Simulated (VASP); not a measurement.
These are PBE GGA, VASP's PBE PAW potentials (set 64) (plane waves; VASP 6.6.1) values and carry that method's errors.

VASP ran on this input.

KPOINTS:
```
Automatic mesh
0
Gamma
6 6 4
0 0 0
```

File POSCAR:
```
ZnS
1
    1.9224926601    -3.3298549212     0.0000000000
    1.9224926601     3.3298549212     0.0000000000
    0.0000000000     0.0000000000     6.2991473199
Zn S
2 2
Direct
  0.6666670000   0.3333330000   0.5001177716
  0.3333330000   0.6666670000   0.0001177716
  0.6666670000   0.3333330000   0.8748822284
  0.3333330000   0.6666670000   0.3748822284
```

### INCAR
```
ALGO = Normal
EDIFF = 1E-7
ENCUT = 480
GGA = PE
ISIF = 2
ISMEAR = 0
LASPH = .TRUE.
LCHARG = .FALSE.
LMAXMIX = 4
LREAL = .FALSE.
LWAVE = .FALSE.
NELM = 100
PREC = Accurate
SIGMA = 0.05
SYSTEM = ZnS
```

POTCAR, in this order: Zn S (PBE.64 set). Program: vasp_std.

Q: Estimate the energy per atom (σ→0), band gap (on the k-mesh).

A: 
```json
{
 "energy per atom (σ→0)": "-330.2 kJ/mol of atoms",
 "band gap (on the k-mesh)": "2.09 eV"
}
```

**OSZICAR**
```
...
DAV:   9    -0.136895117289E+02   -0.81086E-03   -0.19981E-02  1246   0.266E+00    0.282E-01
DAV:  10    -0.136896820406E+02   -0.17031E-03   -0.15151E-03  1068   0.422E-01    0.178E-01
DAV:  11    -0.136899262809E+02   -0.24424E-03   -0.32098E-04  1020   0.121E-01    0.789E-02
DAV:  12    -0.136899334375E+02   -0.71567E-05   -0.23062E-05  1306   0.692E-02    0.143E-02
DAV:  13    -0.136899357217E+02   -0.22841E-05   -0.38543E-06  1044   0.171E-02    0.869E-03
DAV:  14    -0.136899362074E+02   -0.48573E-06   -0.10686E-06  1104   0.109E-02    0.246E-03
DAV:  15    -0.136899361636E+02    0.43776E-07   -0.10793E-07   746   0.240E-03
   1 F= -.13689936E+02 E0= -.13689936E+02  d E =-.723013E-13
```

The compound is ZnS in the wurtzite structure, the high-temperature form. It was relaxed first.
